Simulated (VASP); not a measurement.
Wanted: the native input for a VASP 6.6.1 run.

```
Task                   : relaxation of cell and atoms
Functional             : PBE
Potentials or basis    : VASP PAW PBE potentials, release 64 (Si, C)
Cutoff                 : 520 eV
k mesh                 : 18 × 18 × 18
Occupations            : gaussian, width 0.02 eV
Spin                   : no spin polarisation
Further INCAR settings : ALGO = Normal; EDIFF = 1e-07; IBRION = 2; EDIFFG = -0.002; NSW = 80; ISIF = 3
```

The structure of SiC lies in POSCAR:

```
SiC                                     
1.0
   -0.0000000000      2.1897012292      2.1897012292
    2.1897012292     -0.0000000000      2.1897012292
    2.1897012292      2.1897012292     -0.0000000000
  Si              C             
     1     1
Direct
     0.0000000000000000    0.0000000000000000    0.0000000000000000
     0.2500000000000000    0.2500000000000000    0.2500000000000000
```

The input as run:

INCAR

```
SYSTEM = SiC
ALGO = Normal ; EDIFF = 1E-7
EDIFFG = -0.002 ; ENCUT = 520
GGA = PE ; IBRION = 2
ISIF = 3 ; ISMEAR = 0
LASPH = .True. ; LCHARG = .False.
LREAL = .False. ; LWAVE = .False.
NELM = 80 ; NSW = 80
PREC = Accurate ; SIGMA = 0.02
```

KPOINTS

```
k-points
0
Gamma
  18 18 18
  0 0 0
```

Potentials or basis: VASP PAW PBE potentials, release 64 (Si, C).

Launch:

```console
$ cat potpaw_PBE.64/Si/POTCAR potpaw_PBE.64/C/POTCAR > POTCAR
$ mpirun -np 1 vasp_std > vasp.out
```

It gave:

```json
{
 "Pressure after relaxing": "0.0 GPa",
 "Band gap on the k mesh": "1.37 eV, indirect (least direct gap 4.53 eV)"
}
```

Caveat: the relaxation stopped at its first step, so nothing moved.

Wall time 16 s on 1 thread of Intel(R) Xeon(R) Platinum 8488C (Sapphire Rapids), on a shared host, peak memory 0.15 GiB.
